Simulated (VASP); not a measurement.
# CaC2 (I4/mmm) in VASP: further runs

One crystal, CaC2, is run at these levels: LDA; tasks: single point.

All numbers are computed with VASP 6.6.1; they aren't measurements. Logs are shortened: lines on timing, memory, paths and dates and some standing lists are left out, and cuts for length are marked.

**1. The cell of the first run**

The structure is tetragonal, space group I4/mmm (No. 139). The conventional cell has a = 4.062 Å, b = 4.062 Å, c = 6.404 Å, α = 90.00°, β = 90.00°, γ = 90.00°. Ca (site symmetry 4/mmm) has 10 C at 2.58 to 2.94 Å as nearest neighbours. Around C (site symmetry 4mm) lie 1 C at 1.25 Å.

The cell comes from a database or a generator and needn't be the stable form of this composition.

**2. Single point, LDA (strain +0.050 along x and y, +0.000 along z, atoms carried along)**

INCAR

```
SYSTEM = CaC2
ALGO     = Normal         ! electronic algorithm
EDIFF    = 1E-7           ! SCF threshold, eV
ENCUT    = 520            ! plane-wave cutoff, eV
ISIF     = 2              ! what is computed and relaxed
ISMEAR   = 0              ! smearing method
LASPH    = .True.         ! aspherical terms in the spheres
LCHARG   = .False.        ! write CHGCAR
LREAL    = .False.        ! projectors in reciprocal space
LWAVE    = .False.        ! write WAVECAR
NBANDS   = 16             ! bands
NELM     = 100            ! most SCF steps
PREC     = Accurate       ! precision mode
SIGMA    = 0.05           ! smearing width, eV
```

KPOINTS

```
k-points
0
Gamma
  10 10 10
  0 0 0
```

POSCAR

```
CaC2
1.0
   -2.0310135294      2.0310135294      3.2021112425
    2.0310135294     -2.0310135294      3.2021112425
    2.0310135294      2.0310135294     -3.2021112425
Ca C
1 2
Direct
    0.0000000000      0.0000000000      0.0000000000
    0.5978927200      0.5978927200      0.0000000000
    0.4021072800      0.4021072800      0.0000000000
```

Potentials or basis: VASP PAW LDA potentials, release 64 (Ca_sv, C).

Started as:

```bash
$ cat potpaw_LDA.64/Ca_sv/POTCAR potpaw_LDA.64/C/POTCAR > POTCAR
$ mpirun -np 1 vasp_std > vasp.out
```

OUTCAR:

```text
SYSTEM = CaC2
   EDIFF = 1E-7
   ENCUT = 520
   ISIF = 2
   ISMEAR = 0
   LASPH = .True.
   LREAL = .False.
   NELM = 100
   PREC = Accurate

 ion  position               nearest neighbor table
   1  0.000  0.000  0.000-   2 2.58   3 2.58
   2  0.598  0.598  0.000-   3 1.25   1 2.58
   3  0.402  0.402  0.000-   2 1.25   1 2.58

  LATTYP: Found a body centered tetragonal cell.
 ALAT       =     4.0620270588
 C/A-ratio  =     1.5766075391

  Lattice vectors:

 A1 = (  -2.0310135294,   2.0310135294,   3.2021112425)
 A2 = (   2.0310135294,  -2.0310135294,   3.2021112425)
 A3 = (   2.0310135294,   2.0310135294,  -3.2021112425)

Analysis of symmetry for initial positions (statically):
=====================================================================
 Subroutine PRICEL returns:
 Original cell was already a primitive cell.

 Routine SETGRP: Setting up the symmetry group for a
 body centered tetragonal supercell.

 Subroutine GETGRP returns: Found 16 space group operations
 (whereof 16 operations were pure point group operations)
 out of a pool of 16 trial point group operations.

The static configuration has the point symmetry D_4h.

Analysis of symmetry for dynamics (positions and initial velocities):
=====================================================================
 Subroutine PRICEL returns:
 Original cell was already a primitive cell.

 Routine SETGRP: Setting up the symmetry group for a
 body centered tetragonal supercell.

 Subroutine GETGRP returns: Found 16 space group operations
 (whereof 16 operations were pure point group operations)
 out of a pool of 16 trial point group operations.

The dynamic configuration has the point symmetry D_4h.

 Subroutine INISYM returns: Found 16 space group operations
 (whereof 16 operations are pure point group operations),
 and found     1 'primitive' translations

----------------------------------------------------------------------------------------

                                     Primitive cell

  volume of cell :      52.8350

  direct lattice vectors                    reciprocal lattice vectors
    -2.031013529  2.031013529  3.202111243     0.000000000  0.246182506  0.156146980
     2.031013529 -2.031013529  3.202111243     0.246182506  0.000000000  0.156146980
     2.031013529  2.031013529 -3.202111243     0.246182506  0.246182506  0.000000000

  length of vectors
     4.301575098  4.301575098  4.301575098     0.291526509  0.291526509  0.348154639

[... 80 lines left out ...]
   ENCUT  =  520.0 eV  38.22 Ry    6.18 a.u.   8.00  8.00  8.00*2*pi/ulx,y,z
   NELM   =    100;   NELMIN=  2; NELMDL= -5     # of ELM steps
   EDIFF  = 0.1E-06   stopping-criterion for ELM
   LREAL  =      F    real-space projection
   EDIFFG = 0.1E-05   stopping-criterion for IOM
   NSW    =      0    number of steps for IOM
   IBRION =     -1    ionic relax: 0-MD 1-quasi-New 2-CG
   NFREE  =      0    steps in history (QN), initial steepest desc. (CG)
   ISIF   =      2    stress and relaxation
   ISYM   =      2    0-nonsym 1-usesym 2-fastsym
   POTIM  = 0.5000    time-step for ionic-motion
   TEBEG  =    0.0;   TEEND  =   0.0 temperature during run
   PSTRESS=    0.0 pullay stress
   NELECT =      18.0000    total number of electrons
   NUPDOWN=      -1.0000    fix difference up-down
   EMIN   =  10.00;   EMAX   =-10.00  energy-range for DOS
[... 5 lines left out ...]
     AMIX     =   0.40;   BMIX     =  1.00
     AMIX_MAG =   1.60;   BMIX_MAG =  1.00
  volume/ion in A,a.u.               =      17.61       118.85
  Fermi-wavevector in a.u.,A,eV,Ry     =   1.143383  2.160680 17.787226  1.307324
  Thomas-Fermi vector in A             =   2.280078
   LORBIT       =      0    0 simple, 1 ext, 2 COOP (PROOUT), +10 PAW based schemes
   GGA     = CA    functional components
   LHFCALC =     F    Hartree Fock is set to
   AEXX    =    0.0000 exact exchange contribution
   IVDW    =     0    specifies the selected vdW correction
   LEPSILON=     F    determine dielectric tensor
   LRPA    =     F    only Hartree local field effects (RPA)
 non-spin polarized calculation
 Gauss-broadening in eV      SIGMA  =   0.05
  energy-cutoff  :      520.00
  volume of cell :       52.84
 maximum number of plane-waves:      1446
   NGX = 15   NGY = 15   NGZ = 15

 number of electron      17.9999998 magnetization

 Free energy of the ion-electron system (eV)
  ---------------------------------------------------
  ext. energy  EPLUGINS =         0.00000000
  ---------------------------------------------------
  free energy    TOTEN  =       -21.95574667 eV

  energy without entropy =      -21.95574667  energy(sigma->0) =      -21.95574667

 E-fermi :   0.8459     XC(G=0):  -9.3775

 val. band max:        0.5828479027   @ k =  -0.4000  -0.4000   0.4000
 cond. band min:       2.1915470516   @ k =   0.5000   0.5000  -0.0000
 fundamental gap:      1.6086991490
 Fermi energy:         0.8459081457

 k-point     1 :       0.0000    0.0000    0.0000
  band No.  band energies     occupation
      1     -38.0673      2.00000
      2     -19.3754      2.00000
      3     -19.3754      2.00000
      4     -19.2362      2.00000
      5     -11.7415      2.00000
      6      -1.8027      2.00000
[... 433 lines left out ...]
      3     -19.4194      2.00000
      4     -19.2698      2.00000
      5     -11.4373      2.00000
      6      -2.8018      2.00000
[... 8 lines left out ...]
     15       8.0790      0.00000
     16       8.5211      0.00000

 [... further k-points ...]

------------------------ aborting loop because EDIFF is reached ----------------------------------------

  FORCE on cell =-STRESS in cart. coord.  units (eV):
  Direction    XX          YY          ZZ          XY          YZ          ZX
  --------------------------------------------------------------------------------------
  -------------------------------------------------------------------------------------
  Total       -2.5405447     -2.5405447     -1.7284341      0.0000000      0.0000000      0.0000000
  in kB      -77.0398407    -77.0398407    -52.4132834      0.0000000      0.0000000      0.0000000
  external PRESSURE =     -68.8309883 kB  Pullay stress =       0.0000000 kB

 VOLUME and BASIS-vectors are now :
 -----------------------------------------------------------------------------
  energy-cutoff  :      520.00
  volume of cell :       52.84
      direct lattice vectors                 reciprocal lattice vectors
    -2.031013529  2.031013529  3.202111243     0.000000000  0.246182506  0.156146980
     2.031013529 -2.031013529  3.202111243     0.246182506  0.000000000  0.156146980
     2.031013529  2.031013529 -3.202111243     0.246182506  0.246182506  0.000000000

 POSITION                                       TOTAL-FORCE (eV/Angst)
 -----------------------------------------------------------------------------------
      0.00000      0.00000      0.00000         0.000000      0.000000      0.000000
      0.00000      0.00000      3.82904         0.000000      0.000000      0.345869
      0.00000      0.00000      2.57518        -0.000000     -0.000000     -0.345869
 -----------------------------------------------------------------------------------
    total drift:                                0.000000      0.000000      0.000000

  FREE ENERGIE OF THE ION-ELECTRON SYSTEM (eV)
  ---------------------------------------------------
  free  energy   TOTEN  =       -21.9557466737 eV

  energy  without entropy=      -21.9557466737  energy(sigma->0) =      -21.95574667
```

OSZICAR:

```text
N       E                     dE             d eps       ncg     rms          rms(c)
DAV:   1     0.113601859765E+03    0.11360E+03   -0.87563E+03  3264   0.105E+03
DAV:   2    -0.188206848715E+02   -0.13242E+03   -0.12722E+03  4136   0.259E+02
DAV:   3    -0.247072462866E+02   -0.58866E+01   -0.58612E+01  4448   0.542E+01
DAV:   4    -0.249625415402E+02   -0.25530E+00   -0.25521E+00  5064   0.964E+00
DAV:   5    -0.249643574049E+02   -0.18159E-02   -0.18157E-02  4328   0.873E-01    0.930E+00
DAV:   6    -0.221760155732E+02    0.27883E+01   -0.61266E+00  3816   0.120E+01    0.434E+00
DAV:   7    -0.219752068755E+02    0.20081E+00   -0.15509E+00  4904   0.608E+00    0.182E+00
DAV:   8    -0.219690653024E+02    0.61416E-02   -0.27428E-01  4216   0.297E+00    0.570E-01
DAV:   9    -0.219556212137E+02    0.13444E-01   -0.43910E-02  4080   0.116E+00    0.166E-01
DAV:  10    -0.219557131243E+02   -0.91911E-04   -0.52466E-03  5168   0.410E-01    0.715E-02
DAV:  11    -0.219557938750E+02   -0.80751E-04   -0.31326E-04  4880   0.111E-01    0.468E-02
DAV:  12    -0.219557529556E+02    0.40919E-04   -0.11043E-04  4344   0.801E-02    0.168E-02
DAV:  13    -0.219557465495E+02    0.64061E-05   -0.47631E-05  4328   0.361E-02    0.370E-03
DAV:  14    -0.219557466528E+02   -0.10333E-06   -0.25499E-06  3864   0.108E-02    0.165E-03
DAV:  15    -0.219557466737E+02   -0.20880E-07   -0.12527E-07  3480   0.203E-03
   1 F= -.21955747E+02 E0= -.21955747E+02  d E =-.537874E-16
```

stdout:

```text
POSCAR found type information on POSCAR CaC
 POSCAR found :  2 types and       3 ions
 scaLAPACK will be used
 LDA part: xc-table for (Slater(with rela. corr.)+CA(PZ))
 , standard interpolation
 POSCAR, INCAR and KPOINTS ok, starting setup
 FFT: planning ... GRIDC
 FFT: planning ... GRID_SOFT
 FFT: planning ... GRID
 WAVECAR not read
 entering main loop
```

Run time: 66 s. Hardware: 1 thread of Intel Xeon Platinum 8488C (Sapphire Rapids), shared host; peak memory 0.21 GiB.

What came out:

```yaml
Free_energy: -21.9557 eV
Pressure: -6.9 GPa
Largest_force: 0.346 eV/Å
Band_gap_on_the_k_mesh: 1.61 eV, indirect (least direct gap 2.55 eV)
```

Forces in eV/Å, atoms in the order of the input:
```
Ca   0.000  0.000  0.000
C    0.000  0.000  0.346
C    0.000  0.000 -0.346
```

Levels at points of the mesh, in eV from the valence-band top:
```tsv
k point	band 5	band 6	band 7	band 8	band 9	band 10	band 11	band 12	band 13	band 14
(0.00, 0.00, 0.00)	-12.32	-2.39	-1.96	-0.80	-0.80	3.28	3.28	4.44	4.70	5.61
(0.50, 0.00, 0.00)	-11.99	-3.82	-1.97	-1.51	-0.61	4.94	5.79	5.95	5.97	6.12
(0.50, 0.50, 0.00)	-12.06	-2.70	-2.42	-1.30	-0.94	1.61	6.06	6.11	6.76	6.97
(0.50, 0.50, 0.50)	-12.08	-3.97	-1.42	-1.42	-0.03	3.29	5.29	6.05	6.62	6.62
```

Caveat: the standard files for N, O and F lose accuracy on very short bonds.

(Part 1 of 2 ends here.)
